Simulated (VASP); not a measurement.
HfOs: single point with LDA

HfOs:

```
Hf Os
1.0
     3.23900    0.00000    0.00000
     0.00000    3.23900    0.00000
     0.00000    0.00000    3.23900
Hf Os
1 1
Direct
  0.00000 0.00000 0.00000
  0.50000 0.50000 0.50000
```

* Program: VASP 6.6.1
* Task: single point
* Functional: LDA
* Potentials or basis: VASP PAW LDA potentials, release 64 (Hf_pv, Os)
* Cutoff: 520 eV
* k mesh: 16 × 16 × 16
* Occupations: gaussian, width 0.15 eV
* Spin: no spin polarisation

The pressure is -8.8 GPa and the band gap on the k mesh is none (metal or under the smearing width).

Levels at points of the mesh, in eV from the Fermi level:
| k point | band 7 | band 8 | band 9 | band 10 | band 11 | band 12 |
| --- | --- | --- | --- | --- | --- | --- |
| (0.00, 0.00, 0.00) | -1.55 | -1.55 | -1.55 | 2.47 | 2.47 | 6.03 |
| (0.50, 0.00, 0.00) | -1.71 | -1.71 | -0.95 | -0.63 | 1.07 | 1.36 |
| (0.50, 0.50, 0.00) | -3.32 | 0.52 | 0.69 | 1.02 | 1.02 | 3.26 |
| (0.50, 0.50, 0.50) | -2.00 | -2.00 | -2.00 | 0.61 | 0.61 | 4.26 |

It took 22 s on 1 thread of Intel(R) Xeon(R) Platinum 8559C (Emerald Rapids), on a shared host, peak memory 0.21 GiB.

The run has no spin-orbit coupling, so splittings on Hf, Os are missing.
